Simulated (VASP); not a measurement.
Given:

```
CELL_PARAMETERS angstrom
      1.37904    -2.33671     0.00000
      1.37904     2.33671     0.00000
      0.00000     0.00000     4.34709
ATOMIC_POSITIONS crystal
  Tc 0.33333 0.66667 0.25000
  Tc 0.67671 0.34337 0.75000
```
Cell charge +0.5.

Computed with PBE GGA, VASP's PBE PAW potentials (set 64) (plane waves; VASP 6.6.1). Settings: NELECT = 25.5, 400 eV cut-off, 14×14×8 Γ-centred mesh, Gaussian smearing of 0.050 eV, potentials Tc_pv.

The cell is charged, with a uniform compensating background.

### Question
Estimate the energy per atom (σ→0), pressure, largest force, band gap (on the k-mesh) with the smallest direct gap where there is one.

### Answer

- band gap (on the k-mesh): none (metal, semimetal or under 0.01 eV)
- energy per atom (σ→0): -13.553 eV/atom
- pressure: -41.60 GPa
- largest force: 0.117 eV/Å

The absolute energy has meaning only against runs of the same code, potentials and settings.

The compound is Tc in the hcp structure. The cell was not relaxed at this level, atoms are displaced from their ideal sites. The run is one of a series of settings (ISMEAR = 0, NELECT = 25.5, SIGMA = 0.05 against the base run), some of them coarse on purpose.
